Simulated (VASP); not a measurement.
OSZICAR of a VASP run on CoGa (atoms displaced from the space group 221 structure):

### OSZICAR
```
       N       E                     dE             d eps       ncg     rms          rms(c)
DAV:   1     0.743364823523E+02    0.74336E+02   -0.77638E+03 11881   0.190E+03
DAV:   2    -0.780378763806E+01   -0.82140E+02   -0.80366E+02 11209   0.289E+02
DAV:   3    -0.111514943498E+02   -0.33477E+01   -0.33389E+01 12917   0.643E+01
DAV:   4    -0.111952733923E+02   -0.43779E-01   -0.43774E-01 14802   0.676E+00
DAV:   5    -0.111962050334E+02   -0.93164E-03   -0.93163E-03 13345   0.840E-01    0.968E+00
DAV:   6    -0.117776374359E+02   -0.58143E+00   -0.18175E+01 12297   0.557E+01    0.945E+00
DAV:   7    -0.103134659885E+02    0.14642E+01   -0.73012E+00 11391   0.418E+01    0.224E+00
DAV:   8    -0.102791600569E+02    0.34306E-01   -0.21826E-01 13867   0.546E+00    0.527E-01
DAV:   9    -0.102749790572E+02    0.41810E-02   -0.13019E-02 15521   0.186E+00    0.116E-01
DAV:  10    -0.102747400281E+02    0.23903E-03   -0.45111E-04 14026   0.288E-01    0.565E-02
DAV:  11    -0.102747231494E+02    0.16879E-04   -0.43317E-05 15048   0.868E-02    0.151E-02
DAV:  12    -0.102747231070E+02    0.42464E-07   -0.31793E-06 11980   0.269E-02
   1 F= -.10274723E+02 E0= -.10272129E+02  d E =-.518831E-02
```

Question: Which electronic solver shows in the log?

Answer: It is blocked Davidson (ALGO = Normal, or the opening steps of other solvers). The INCAR had ALGO = Normal.

Question: How was spin treated?

Answer: Without spin polarisation: there is no mag entry.

Question: Can the final energy be trusted as converged?

Answer: The calculation finished and met its thresholds. It stopped with EDIFF = 1E-6, NELM = 100 (PBE GGA, plane waves, VASP's PBE PAW potentials (set 64)).

The structure is a typed CoGa crystal. The cell was not relaxed at this level, atoms are displaced from their ideal sites. The run is not spin-polarised, so no magnetic state was tried.
